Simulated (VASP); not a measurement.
An input for Quantum ESPRESSO's pw.x (written as the equivalent of a VASP run, and not itself run):

```
&CONTROL
  calculation = 'relax'
  pseudo_dir = './pseudo'
  outdir = './out'
  tprnfor = .true.
  tstress = .true.
  nstep = 30
  forc_conv_thr = 0.00039
/
&SYSTEM
  ibrav = 0
  nat = 3
  ntyp = 2
  ecutwfc = 80
  occupations = 'smearing'
  smearing = 'methfessel-paxton'
  degauss = 0.00735
  input_dft = 'pbesol'
/
&ELECTRONS
  conv_thr = 7.3e-09
  electron_maxstep = 100
/
&IONS
/
ATOMIC_SPECIES
  Si 28.085 Si.upf
  Mo 95.950 Mo.upf
CELL_PARAMETERS angstrom
    -1.5950249    1.6189503    3.9704212
     1.5950249   -1.6189503    3.9704212
     1.5950249    1.6189503   -3.9704212
ATOMIC_POSITIONS crystal
  Si   0.6649452  0.6649452  0.0000000
  Si   0.3350548  0.3350548  0.0000000
  Mo   0.0000000  0.0000000  0.0000000
K_POINTS automatic
  12 12 12 0 0 0
```

Task: Write the VASP files for the same calculation (PBEsol).

Result: Several could match; the one computed here: 
### INCAR
```
ALGO = Normal   # blocked Davidson
ISIF = 2   # forces and stress, cell fixed
ISMEAR = 1
LASPH = .True.   # aspherical one-centre terms
EDIFFG = -0.01
NELM = 100
LCHARG = .False.
IBRION = 2   # conjugate gradients
PREC = Accurate
ENCUT = 480
LREAL = .False.   # projection in real space or not
LWAVE = .False.
GGA = PS   # PBEsol
SYSTEM = MoSi2
EDIFF = 1E-7
SIGMA = 0.1
LMAXMIX = 4   # l cut-off of mixed one-centre charges
NSW = 30   # most ionic steps
```

### POSCAR
```
MoSi2
1
   -1.5950248890     1.6189502623     3.9704211694
    1.5950248890    -1.6189502623     3.9704211694
    1.5950248890     1.6189502623    -3.9704211694
Si Mo
2 1
Direct
  0.6649451924   0.6649451924   0.0000000000
  0.3350548076   0.3350548076   0.0000000000
  0.0000000000   0.0000000000   0.0000000000
```

File KPOINTS:
```
Automatic mesh
0
Gamma
 12 12 12
0 0 0
```

POTCAR, in this order: Si Mo_sv (PBE.64 set). Program: vasp_std.

Limits of the translation: the potentials are each code's own (VASP's PAW set, PseudoDojo norm-conserving files in pw.x), so ENCUT and ecutwfc are chosen apart and not converted; conv_thr bounds pw.x's estimated SCF error, while EDIFF bounds the energy change between steps; forc_conv_thr acts on force components and is met together with etot_conv_thr.

The compound is MoSi2 in the MoSi2 type structure. This cell was strained or had an atom moved on purpose. Symmetry was kept, so distortions that lower it aren't found.
